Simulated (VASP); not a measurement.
Energy against volume of Ca (fcc). All values below come from rev-vdW-DF2, VASP's PBE PAW potentials (set 64) (plane waves; VASP). Run with 520 eV cut-off, 12×12×12 Γ-centred mesh, first-order Methfessel-Paxton smearing of 0.10 eV, potentials Ca_sv.

```json
[
 {"V (Å³/atom)": "39.577", "E (eV/atom)": "0.22046"},
 {"V (Å³/atom)": "40.801", "E (eV/atom)": "0.21839"},
 {"V (Å³/atom)": "42.025", "E (eV/atom)": "0.22028"},
 {"V (Å³/atom)": "43.249", "E (eV/atom)": "0.22570"}
]
```

Q: Fit these four points and predict the energy of the run at 38.353 Å³/atom.

A: A cubic in V^(−2/3), the third-order Birch-Murnaghan form, passes through the four points with V0 = 40.81 Å³/atom and B0 = 17 GPa, and gives 0.2270 eV/atom there. The run gave 0.2269 eV/atom, -0.1 meV/atom from the fit; all five points give B0 = 17 GPa.

The compound is Ca in the fcc structure. It was relaxed first, which changed the volume by -6 %.
